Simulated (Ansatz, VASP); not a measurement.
# ZrB2 in two plane-wave programs, part 2 of 2

Wanted: the spread between two codes on one cell, functional and k mesh. The start cell is built, not measured: As first built, before any earlier steps moved the atoms (in the runner's words): it takes the HfB2 structure with some of its atoms replaced by other elements, volume scaled by an estimate. The cell is taken from a series of VASP runs on this material, whose earlier steps may have relaxed, scaled or displaced it; both programs get it as it stands.

VASP 6.6.1 and Ansatz 0.2.0.

So far: Set-up; VASP: zone-centre phonons, BLYP with D3(BJ).

**3. Ansatz: zone-centre phonons, BLYP with D3(BJ)**

Level of this step: Ansatz beside VASP: Kohn-Sham DFT, plane waves, BLYP with D3(BJ) (Ansatz).

Ansatz runs on its default PAW (the set named soft_2) files.

The same cell, functional (in two slightly different forms), mesh and smearing now go to Ansatz, which takes its cutoff from its data sets.

Input file input.yaml:

```yaml
crystal:
  lattice:
    - [3.1241735893, 0.0, 0.0]
    - [-1.5620867947, 2.705614454, 0.0]
    - [0.0, 0.0, 3.5397052372]
  atoms:
    - { symbol: Zr, position: [0.0, 0.0, 0.0] }
    - { symbol: B, position: [0.33333333, 0.66666667, 0.5] }
    - { symbol: B, position: [0.66666667, 0.33333333, 0.5] }
hamiltonian:
  xc: blyp
  pseudopotentials: { kind: paw }
  dispersion: d3bj
kpoints:
  mp_grid: { grid: [8, 8, 6] }
scf:
  occupations: { method: fermi_dirac, width: 0.05 }
phonons:
  method: dfpt
  qpoints: [[0, 0, 0]]
```

Started as:

```
$ ansatz run input.yaml --threads 4 --pin off --max-ram 9216MiB --backend cpu --events-out ev --progress --plain --runs-dir out
```

Numbers of over 12 decimals in the logs are rounded to 6 here.

The log of the run:

```text
zone centre: on kpoints.mp_grid the ground state, and the responses unless they are solved on pairs of k-points, stand on 84 of the mesh's 384 k-points, reduced under 4 symmetry operations, with k and −k counted as one. Each operation leaves every solved displacement unchanged or reverses it
Engine: ansatz 0.2.0, x86_64-unknown-linux-gnu
Pseudopotentials: kind: paw
Pseudopotential: Zr, paw, valence charge 12, recommended cutoff 420 eV (normal), Zr.paw.azcp
Pseudopotential: B, paw, valence charge 3, recommended cutoff 420 eV (normal), B.paw.azcp
Functional definition: BLYP
  parameter beta = 0.0042
  parameter a = 0.04918
  parameter b = 0.132
  parameter c = 0.2533
  parameter d = 0.349
  exchange = b88_x(beta = beta)
  correlation = lyp_c(a = a, b = b, c = c, d = d)
Crystal: 3 atoms, lattice volume = 29.920 Å³
Basis set: ecut = 420 eV, 563 PW (Γ), exchange–correlation on 48×48×48 points (8 copies of the dense FFT grid, shifted against one another)
Bands: 13, of which v1, the nominal top of the filled ones, is band 9 counted from 1 (8 counted from 0)
Symmetry: 24 space group operations
k-points: 84 of 384 (irreducible under 4 space group operations, time reversal used)
Non-local potential: Zr, projectors of the file, l = 0: 3, l = 1: 2, l = 2: 2, l = 3: 2
Non-local potential: B, projectors of the file, l = 0: 2, l = 1: 2, l = 2: 1
PAW form: soft (Blöchl's): semilocal exchange-correlation on the pseudo side does not see the compensation charge
PAW frozen core: Zr, regenerated for the run's functional, and the local potential with it (the file was generated under x = pbe(κ = 0.804, μ = 0.219515), c = pbe(β = 0.066725))
PAW frozen core: B, regenerated for the run's functional, and the local potential with it (the file was generated under x = pbe(κ = 0.804, μ = 0.219515), c = pbe(β = 0.066725))
PAW one-centre angular grid: Zr, 590 points (default); XC on 64 Gauss nodes
PAW one-centre angular grid: B, 110 points (default); XC on 64 Gauss nodes
Initial density: superposition of atomic densities (neutral atoms: chi_scale 0, normalization atom), corrected by the library's trained network
Initial wavefunctions: pseudopotential atomic-orbital guess
Functional: x = b88, c = lyp
SCF iter   1: F=—  HF=-4514.441596 eV  |F-HF|=—  |Δ(HF+E_count)|=         —  Δρ=1.17e-2  dr2=5.41e-2  ethr=1.77e-3  ⟨swp⟩=5.2  Hψ=5396  notcnv=0
preconditioner: auto → none  [insulator: Δε(μ)=0.261 eV  Ē_g=8.960 eV  σ=0.050 eV  W_gap=0.73  n_scr=8 (ndim 8)  ℏωp=21.5 eV  f_vac=0.000  D(μ)=0.28/eV (n_scr^D=0)  ε∞_Penn≈6.7]
SCF iter   2: F=—  HF=-4514.426045 eV  |F-HF|=—  |Δ(HF+E_count)|=   1.56e-2  Δρ=3.93e-3  dr2=5.29e-3  ethr=3.01e-4  ⟨swp⟩=2.0  Hψ=2111  notcnv=0
SCF iter   3: F=—  HF=-4514.424655 eV  |F-HF|=—  |Δ(HF+E_count)|=   1.39e-3  Δρ=4.56e-4  dr2=2.67e-5  ethr=2.94e-5  ⟨swp⟩=2.0  Hψ=1514  notcnv=0
SCF iter   4: F=—  HF=-4514.424681 eV  |F-HF|=—  |Δ(HF+E_count)|=   2.60e-5  Δρ=1.04e-4  dr2=1.34e-6  ethr=1.48e-7  ⟨swp⟩=2.0  Hψ=1524  notcnv=0
SCF iter   5: F=—  HF=-4514.424683 eV  |F-HF|=—  |Δ(HF+E_count)|=   2.37e-6  Δρ=2.23e-5  dr2=4.27e-8  ethr=7.47e-9  ⟨swp⟩=2.3  Hψ=1782  notcnv=0
SCF iter   6: F=—  HF=-4514.424683 eV  |F-HF|=—  |Δ(HF+E_count)|=   1.23e-7  Δρ=2.22e-6  dr2=5.69e-10  ethr=2.37e-10  ⟨swp⟩=2.1  Hψ=1803  notcnv=0
SCF iter   7: F=-4514.424683 eV  HF=-4514.424683 eV  |F-HF|=1.82e-12  |Δ(HF+E_count)|=   1.26e-9  Δρ=2.06e-7  dr2=8.83e-12  ethr=1.00e-12  ⟨swp⟩=4.1  Hψ=5466  notcnv=0
SCF 1 converged in 7 iterations: F = -4514.424683 eV  dr2 = 8.83e-12
  greatest PAW one-centre occupation: 0.996 electrons in one spin orbital (limit 2), on the Zr atom at site 0 (counted from 0), in its partial waves of l = 0
DFPT response loops at Γ: preconditioner auto → Kerker (q_TF=auto, 2.507 Å⁻¹) (partly filled bands, converged f_vac=0.000); β = 1.00, the filter's whole step (`scf.mixing.beta` (0.50) is not read by the response loops under this deck's `scf.mixing.preconditioner`; to damp them name `kerker` or `kerker_dos`, under which they read `scf.mixing.beta`, and type it under 1.00, their step now; both keys bind the ground state too); Broyden in place of MSR1
SCF converged after 7 iterations
Free energy (F): -4514.424683 eV
Harris-Foulkes:  -4514.424683 eV  (|F-HF|=1.82e-12)
Internal energy: -4514.422536 eV  (E = F + TS)
E sigma→0 (E₀):  -4514.423610 eV
Entropy (-TS):   -0.002147 eV (-0.716 meV/atom)
Fermi energy:    16.833978 eV
--- Per-component energies (eV) ---
  E_band       = -9.547014
  E_kinetic    = 440.099345
  E_local      = -547.518852  (includes V_loc(G=0)·N_el)
  E_nonlocal   = 102.623894
  E_hartree    = 173.725503
  E_xc         = -224.880134
  E_vxc        = -266.002138  (∫ρ·V_xc dr)
  E_paw        = -3129.818930  (= ΣΔE_a)
  E_vpaw       = -86.200345  (= ΣTr[D̂ρ^β])
  E_aug_tail   = 0.000019  (compensation charges beyond the density's cutoff)
  E_ewald      = -1325.977511
  E_disp       = -2.758296  (pairwise vdW)
  E_core_change = 0.082426  (= ΣΔE_core)
  E_smearing   = -0.002147  (= −TS)
  E_closure    = 0.000000  (closes the sum)
  Σ components = -4514.424683   (vs F -4514.424683, Δ=0.00e0)
--- Band table (eV; the first three rows and the last of 84) ---
  k-point 0: bands = [... 5 lower, 14.1314, 14.1314, 14.1727, 14.2883, 20.1858, 20.1858, 20.7571, 20.7571]
  k-point 1: bands = [... 5 lower, 12.4540, 14.3854, 14.3854, 15.8883, 18.9102, 18.9102, 20.0160, 20.0160]
  k-point 2: bands = [... 5 lower, 10.7250, 15.0930, 15.0930, 17.4624, 17.6908, 17.6908, 18.5067, 18.5067]
  k-point 83: bands = [... 5 lower, 9.4036, 11.9853, 13.5741, 14.0819, 20.2119, 21.8984, 22.0754, 22.8111]
--- Phonons (Γ-DFPT): 4 representative perturbations + reference, on 84 of 384 k-points (Σ response iterations 12) ---
  k mesh reduced under 4 symmetry operations, with k and −k counted as one. Each operation leaves every solved displacement unchanged or reverses it
  ASR residual: 2.094e-4 → 0.000e0 eV/Å²; symmetrization residual: 5.381e-7 eV/Å²
  pairwise dispersion correction: d3bj (s6 = 1.0, s8 = 2.6996, a1 = 0.4298, a2_bohr = 4.2359), with the weights of each atom's references fixed at the reference crystal's, and the forces and stress that the weights' published response gives there kept as a pressure on the atom's counted neighbours (hamiltonian.dispersion)
  ASR residual per site (eV/Å²): 2.09e-4 3.34e-5 3.34e-5
  Γ frequencies (cm⁻¹): 0.00 0.00 0.00 448.66 448.66 486.88 561.99 772.85 772.85
  non-analytic LO–TO correction: not included (Born effective charges unavailable; polar crystals: no LO–TO splitting at Γ)
--- Phonons (arbitrary-q DFPT): 1 explicit q-point ---
  q = [0, 0, 0] (of the zone-centre solve; hermiticity 7.06e-8, symmetrization 3.84e-11): -0.00 -0.00 0.00 448.66 448.66 486.88 561.99 772.85 772.85
  sum rule: each row above includes the acoustic sum rule's correction from the zone centre's row sums; it moved no ω² by more than (0.92 cm⁻¹)²
```

It took 7.6 s on 4 threads of AMD EPYC 7R43, shared host; peak memory 0.48 GiB; 23 s of CPU time.

**4. Differences**

Known differences besides the potentials themselves: Ansatz makes its cores anew for this functional, VASP keeps those of its PBE data sets; VASP leaves aspherical gradient terms in its spheres out (LASPH is not set), Ansatz keeps them; VASP's log shows a relativistic correction to its local exchange, Ansatz's none; Ansatz takes the dispersion share of the force constants at frozen C6 weights, VASP differentiates the full forces; VASP uses finite displacements, Ansatz perturbation theory. Total energies have different zeros and are not compared.

Both answers:

```
                  quantity  Ansatz   VASP  difference
optical mode 1 to 2 (cm⁻¹)   448.7  449.6     -0.20 %
     optical mode 3 (cm⁻¹)   486.9  488.3     -0.29 %
     optical mode 4 (cm⁻¹)   562.0  563.5     -0.27 %
optical mode 5 to 6 (cm⁻¹)   772.9  769.4     +0.45 %
```

Modes are paired by rising frequency and degeneracy, not by their patterns, so a pair may still set unlike modes beside each other.

**5. Summary of results**

```
r.m.s. difference of the optical zone-centre modes, each program's sorted by frequency (zone-centre phonons, BLYP with D3(BJ)) : 2.2 cm⁻¹
```

**Reading.** The r.m.s. difference of the optical zone-centre modes, each program's sorted by frequency is 2.2 cm⁻¹ (zone-centre phonons, BLYP with D3(BJ)). Such differences can come from data sets, numerical settings and the points named under the comparisons, not from the functional's error against experiment.

[Lines on the potential files, build, host, timing and source positions are cut from VASP's logs without a mark.]

[Logs are printed without paths, hosts, clocks, repeated set-up lines and the standing remarks that a program may print on its own settings, such as how far it seeks lower states.]

[Hosts, paths, dates, database ids (printed as entryN), source tags and the programs' standing remarks are cut or masked in the printed files.]
